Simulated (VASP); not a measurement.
Level of theory: r2SCAN meta-GGA, VASP's PBE PAW potentials (set 64) (plane waves; VASP).

The input files of a VASP run:

### POSCAR
```
Pd(111) slab
1
    2.7681440834     0.0000000000     0.0000000000
   -1.3840725449     2.3972836543     0.0000000000
    0.0000000000     0.0000000000    26.3963298843
Pd
5
Direct
  0.6666670000   0.3333330000   0.3285321216
  0.3333330000   0.6666670000   0.4146432485
  0.0000000000   0.0000000000   0.5000000000
  0.6666670000   0.3333330000   0.5853567515
  0.3333330000   0.6666670000   0.6714678784
```

### INCAR
```
# general
SYSTEM  = Pd(111) slab
PREC    = Normal
ENCUT   = 400
LREAL   = .FALSE.   # projection in real space or not
LASPH   = .TRUE.   # aspherical one-centre terms

# electronic loop
EDIFF   = 1E-6
NELM    = 100   # most electronic steps
NELMIN  = 4
ALGO    = Normal
LMAXMIX = 4   # l cut-off of mixed one-centre charges
LMIXTAU = .TRUE.

# smearing
ISMEAR  = 1   # Methfessel-Paxton
SIGMA   = 0.1   # width (eV)

# functional
METAGGA = R2SCAN

# output
LWAVE   = .FALSE.
LCHARG  = .FALSE.
LORBIT  = 11   # lm-projected
LVHAR   = .TRUE.

# other
LDIPOL  = .TRUE.
IDIPOL  = 3
DIPOL   = 0.5 0.5 0.5
```

File KPOINTS:
```
Automatic mesh
0
Gamma
11 11 1
0 0 0
```

POTCAR, in this order: Pd (PBE.64 set). Program: vasp_std. Read from the step before: WAVECAR.

Problem. What does the run give for the energy per atom (σ→0), band gap (on the k-mesh)?

Solution. 
| Property | Result |
|---|---|
| energy per atom (σ→0) | -22.686 eV/atom |
| band gap (on the k-mesh) | none (metal, semimetal or under 0.01 eV) |

**OSZICAR**
```
...
DAV:   2    -0.113430017504E+03   -0.10697E-02   -0.36839E-03  1152   0.563E-01    0.374E-01
DAV:   3    -0.113428820287E+03    0.11972E-02   -0.25570E-03  1156   0.495E-01    0.285E-02
DAV:   4    -0.113428907856E+03   -0.87569E-04   -0.64703E-05   966   0.629E-02    0.111E-02
DAV:   5    -0.113428921219E+03   -0.13363E-04   -0.49042E-06   808   0.221E-02    0.166E-03
DAV:   6    -0.113428926066E+03   -0.48478E-05   -0.10629E-06   624   0.102E-02    0.117E-03
DAV:   7    -0.113428924707E+03    0.13590E-05   -0.37233E-07   602   0.712E-03    0.125E-03
DAV:   8    -0.113428924067E+03    0.64063E-06   -0.13721E-07   564   0.354E-03
   1 F= -.11342892E+03 E0= -.11342812E+03  d E =-.241874E-02
```

The cell is a thin slab with vacuum, built from Pd (fcc): (111) face.
